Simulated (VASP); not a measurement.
Output of a VASP run:

File OUTCAR:
```
 ion  position               nearest neighbor table
   1  0.333  0.667  0.250-   2 2.74   2 2.74   2 2.74   2 2.74   2 2.74   2 2.74
   2  0.667  0.333  0.750-   1 2.74   1 2.74   1 2.74   1 2.74   1 2.74   1 2.74
  LATTYP: Found a hexagonal cell.
 ALAT       =     2.6027741839
 C/A-ratio  =     1.7577194011
 Subroutine PRICEL returns:
 Original cell was already a primitive cell.
 Subroutine GETGRP returns: Found 24 space group operations
The static configuration has the point symmetry D_3d.
 The point group associated with its full space group is D_6h.
The dynamic configuration has the point symmetry D_3d.
 Subroutine INISYM returns: Found 24 space group operations
 Subroutine IBZKPT returns following result:
 Found    150 irreducible k-points:

 Following reciprocal coordinates:
            Coordinates               Weight
  0.000000  0.000000  0.000000      1.000000
  0.062500  0.000000  0.000000      6.000000
  0.125000  0.000000  0.000000      6.000000
  0.187500  0.000000  0.000000      6.000000
  0.250000  0.000000  0.000000      6.000000
  0.312500  0.000000  0.000000      6.000000
  0.375000  0.000000  0.000000      6.000000
  0.437500  0.000000  0.000000      6.000000
  0.500000  0.000000  0.000000      3.000000
  0.062500  0.062500  0.000000      6.000000
  0.125000  0.062500  0.000000     12.000000
  0.187500  0.062500  0.000000     12.000000
  0.250000  0.062500  0.000000     12.000000
  0.312500  0.062500  0.000000     12.000000
  0.375000  0.062500  0.000000     12.000000
  0.437500  0.062500  0.000000     12.000000
  0.125000  0.125000  0.000000      6.000000
  0.187500  0.125000  0.000000     12.000000
  0.250000  0.125000  0.000000     12.000000
  0.312500  0.125000  0.000000     12.000000
  0.375000  0.125000  0.000000     12.000000
  0.437500  0.125000  0.000000      6.000000
  0.187500  0.187500  0.000000      6.000000
  0.250000  0.187500  0.000000     12.000000
  0.312500  0.187500  0.000000     12.000000
  0.375000  0.187500  0.000000     12.000000
  0.250000  0.250000  0.000000      6.000000
  0.312500  0.250000  0.000000     12.000000
  0.375000  0.250000  0.000000      6.000000
  0.312500  0.312500  0.000000      6.000000
  0.000000  0.000000  0.125000      2.000000
  0.062500  0.000000  0.125000     12.000000
  0.125000  0.000000  0.125000     12.000000
  0.187500  0.000000  0.125000     12.000000
  0.250000  0.000000  0.125000     12.000000
  0.312500  0.000000  0.125000     12.000000
  0.375000  0.000000  0.125000     12.000000
  0.437500  0.000000  0.125000     12.000000
  0.500000  0.000000  0.125000      6.000000
  0.062500  0.062500  0.125000     12.000000
   k-points           NKPTS =    150   k-points in BZ     NKDIM =    150   number of bands    NBANDS=     16
   number of dos      NEDOS =    301   number of ions     NIONS =      2
   total plane-waves  NPLWV =  14400
   dimension x,y,z NGX =    20 NGY =   20 NGZ =   36
   dimension x,y,z NGXF=    40 NGYF=   40 NGZF=   72
   ions per type =               2
   PREC   = accura    normal or accurate (medium, high low for compatibility)
   ISTART =      0    job   : 0-new  1-cont  2-samecut
   ICHARG =      2    charge: 1-file 2-atom 10-const
   ISPIN  =      1    spin polarized calculation?
   LNONCOLLINEAR =      F non collinear calculations
   LSORBIT =      F    spin-orbit coupling
   INIWAV =      1    electr: 0-lowe 1-rand  2-diag
   ENCUT  =  520.0 eV  38.22 Ry    6.18 a.u.   4.84  4.84  8.51*2*pi/ulx,y,z
   NELM   =    100;   NELMIN=  2; NELMDL= -5     # of ELM steps
   EDIFF  = 0.1E-06   stopping-criterion for ELM
   LREAL  =      F    real-space projection
   NLSPLINE    = F    spline interpolate recip. space projectors
   LMAXMIX     =    4 max onsite mixed and CHGCAR
   VOSKOWN=      0    Vosko Wilk Nusair interpolation
   EDIFFG = -.1E-01   stopping-criterion for IOM
   NSW    =     30    number of steps for IOM
...
```

OSZICAR:
```
...
DAV:   2     0.363155677111E+01    0.15911E-01   -0.15274E-02  5256   0.247E+00    0.596E-01
DAV:   3     0.364008144495E+01    0.85247E-02   -0.10601E-02  6816   0.198E+00    0.668E-02
DAV:   4     0.363998773182E+01   -0.93713E-04   -0.11847E-03  5144   0.407E-01    0.397E-02
DAV:   5     0.363999089556E+01    0.31637E-05   -0.93236E-06  5784   0.745E-02    0.465E-03
DAV:   6     0.363999158739E+01    0.69183E-06   -0.95470E-07  6240   0.152E-02    0.111E-03
DAV:   7     0.363999157396E+01   -0.13433E-07   -0.13128E-07  3136   0.483E-03
   2 F= 0.36399916E+01 E0= 0.36399375E+01  d E =-.434729E-02
       N       E                     dE             d eps       ncg     rms          rms(c)
DAV:   1     0.362232406938E+01   -0.17668E-01   -0.34439E-01  5664   0.568E+00    0.804E-01
DAV:   2     0.363283782143E+01    0.10514E-01   -0.99880E-03  5232   0.200E+00    0.482E-01
DAV:   3     0.363844278967E+01    0.56050E-02   -0.70562E-03  6792   0.159E+00    0.540E-02
DAV:   4     0.363838181562E+01   -0.60974E-04   -0.77770E-04  5064   0.331E-01    0.319E-02
DAV:   5     0.363838413927E+01    0.23236E-05   -0.60307E-06  5728   0.622E-02    0.342E-03
DAV:   6     0.363838452839E+01    0.38911E-06   -0.56744E-07  5152   0.113E-02    0.919E-04
DAV:   7     0.363838451328E+01   -0.15105E-07   -0.10991E-07  2968   0.466E-03
   3 F= 0.36383845E+01 E0= 0.36385068E+01  d E =-.595436E-02
       N       E                     dE             d eps       ncg     rms          rms(c)
DAV:   1     0.363518329467E+01   -0.32012E-02   -0.63986E-02  5632   0.245E+00    0.345E-01
DAV:   2     0.363710726509E+01    0.19240E-02   -0.18338E-03  5232   0.859E-01    0.207E-01
DAV:   3     0.363813695622E+01    0.10297E-02   -0.12944E-03  6800   0.672E-01    0.233E-02
DAV:   4     0.363812579412E+01   -0.11162E-04   -0.14029E-04  5112   0.141E-01    0.133E-02
DAV:   5     0.363812647315E+01    0.67903E-06   -0.99714E-07  5760   0.298E-02    0.117E-03
DAV:   6     0.363812650002E+01    0.26865E-07   -0.94388E-08  2984   0.413E-03
   4 F= 0.36381265E+01 E0= 0.36382797E+01  d E =-.621237E-02
       N       E                     dE             d eps       ncg     rms          rms(c)
DAV:   1     0.363451206361E+01   -0.36144E-02   -0.77573E-02  5656   0.269E+00    0.380E-01
DAV:   2     0.363684704169E+01    0.23350E-02   -0.22277E-03  5256   0.943E-01    0.227E-01
DAV:   3     0.363809381547E+01    0.12468E-02   -0.15775E-03  6736   0.738E-01    0.257E-02
DAV:   4     0.363808039574E+01   -0.13420E-04   -0.17057E-04  5112   0.155E-01    0.148E-02
DAV:   5     0.363808119287E+01    0.79713E-06   -0.12629E-06  5768   0.328E-02    0.134E-03
DAV:   6     0.363808122728E+01    0.34413E-07   -0.12030E-07  3128   0.465E-03
   5 F= 0.36380812E+01 E0= 0.36381831E+01  d E =-.625764E-02
       N       E                     dE             d eps       ncg     rms          rms(c)
DAV:   1     0.363747904445E+01   -0.60215E-03   -0.12640E-02  5624   0.109E+00    0.154E-01
DAV:   2     0.363786684016E+01    0.38780E-03   -0.35936E-04  5224   0.380E-01    0.920E-02
DAV:   3     0.363806425346E+01    0.19741E-03   -0.25348E-04  6808   0.298E-01    0.104E-02
DAV:   4     0.363806244480E+01   -0.18087E-05   -0.27777E-05  5080   0.629E-02    0.569E-03
DAV:   5     0.363806230088E+01   -0.14392E-06   -0.17966E-07  4768   0.143E-02    0.526E-04
DAV:   6     0.363806231995E+01    0.19070E-07   -0.22551E-08  2568   0.217E-03
   6 F= 0.36380623E+01 E0= 0.36381903E+01  d E =-.627655E-02
```

**OUTCAR**
```
------------------------ aborting loop because EDIFF is reached ----------------------------------------
  FORCE on cell =-STRESS in cart. coord.  units (eV):
  Direction    XX          YY          ZZ          XY          YZ          ZX
  --------------------------------------------------------------------------------------
  Total        1.2014316      1.2014321      1.2075220      0.0000000      0.0000000     -0.0000000
  in kB       71.7166534     71.7166826     72.0802069      0.0000000      0.0000000     -0.0000000
  external PRESSURE =      71.8378476 kB  Pullay stress =       0.0000000 kB
  volume of cell :       26.84
      direct lattice vectors                 reciprocal lattice vectors
     1.287632236 -2.230244910 -0.000000000     0.388309632 -0.224190625  0.000000000
     1.287632236  2.230244910  0.000000000     0.388309632  0.224190625  0.000000000
    -0.000000000  0.000000000  4.673209124     0.000000000 -0.000000000  0.213985716
 POSITION                                       TOTAL-FORCE (eV/Angst)
 -----------------------------------------------------------------------------------
      1.28763      0.74342      1.16830        -0.000000      0.000000      0.000000
      1.28763     -0.74342      3.50491         0.000000     -0.000000     -0.000000
 -----------------------------------------------------------------------------------
    total drift:                                0.000012      0.000060      0.000004
  FREE ENERGIE OF THE ION-ELECTRON SYSTEM (eV)
  ---------------------------------------------------
  free  energy   TOTEN  =         3.6380623200 eV

  energy  without entropy=        3.6384462353  energy(sigma->0) =        3.63819029

 reached required accuracy - stopping structural energy minimisation
```
(Selected blocks of OUTCAR.)

**POSCAR**
```
Zn
1
    1.3013869122    -2.2540686674     0.0000000000
    1.3013869122     2.2540686674     0.0000000000
    0.0000000000     0.0000000000     4.5749466799
Zn
2
Direct
  0.3333330000   0.6666670000   0.2500000000
  0.6666670000   0.3333330000   0.7500000000
```

Question: Reconstruct the remaining input files.

Answer: Several could match; the one computed here: the input of the run itself, vdW-DF-cx, plane waves, VASP's PBE PAW potentials (set 64).

### INCAR
```
SYSTEM = Zn
PREC = Accurate
ENCUT = 520
EDIFF = 1E-7
NELM = 100
ALGO = Normal
LREAL = .FALSE.
LASPH = .TRUE.
ISMEAR = 1
SIGMA = 0.1
GGA = CX
LUSE_VDW = .TRUE.
AGGAC = 0.0
LMAXMIX = 4
LWAVE = .FALSE.
LCHARG = .FALSE.
ISIF = 4
IBRION = 2
NSW = 30
EDIFFG = -0.01
```

File KPOINTS:
```
Automatic mesh
0
Gamma
16 16 8
0 0 0
```

POTCAR, in this order: Zn (PBE.64 set). Program: vasp_std.

The compound is Zn in the hcp structure. This cell is one point of a volume scan, at 0.94 of the reference volume. Symmetry was kept, so distortions that lower it aren't found.
